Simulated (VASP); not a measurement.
Data:

```
CELL_PARAMETERS angstrom
      0.00000     2.71550     2.71550
      2.71550     0.00000     2.71550
      2.71550     2.71550     0.00000
ATOMIC_POSITIONS crystal
  Si 0.00000 0.00000 0.00000
  Si 0.25000 0.25000 0.25000
```

Method: PBE GGA, VASP's PBE PAW potentials (set 64) (plane waves; VASP 6.6.1). Run with 300 eV cut-off, 7×7×7 Γ-centred mesh, Fermi-Dirac smearing of 0.010 eV, potentials Si.

**Question.** Give the stress tensor in GPa (positive for a compressed cell).

**Answer.** 
```
1.84  0.00  0.00
0.00  1.84  0.00
0.00  0.00  1.84
```
The pressure is its mean diagonal, 1.84 GPa.

The structure is a typed Si crystal (Fd-3m). The cell was not relaxed at this level.
